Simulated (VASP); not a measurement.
Input:

```yaml
crystal:
  lattice:
    - [0.00000, 2.70700, 2.70700]
    - [2.70700, 0.00000, 2.70700]
    - [2.70700, 2.70700, 0.00000]
  atoms:
    - { symbol: Ga, position: [0.00000, 0.00000, 0.00000] }
    - { symbol: P, position: [0.25000, 0.25000, 0.25000] }
```

All values below come from PBEsol GGA, VASP's PBE PAW potentials (set 64) (plane waves; VASP). Numerical set-up: 300 eV cut-off, 9×9×9 Γ-centred mesh, Gaussian smearing of 0.020 eV, potentials Ga_d P.

Q: Predict the energy per atom (σ→0).

A: 
```
Item                            Value
---------------------  --------------
energy per atom (σ→0)  -4.960 eV/atom
```

The absolute energy has meaning only against runs of the same code, potentials and settings.

The structure comes from a computed database's GaP entry; how it stands against other phases isn't given here. The cell was not relaxed at this level.
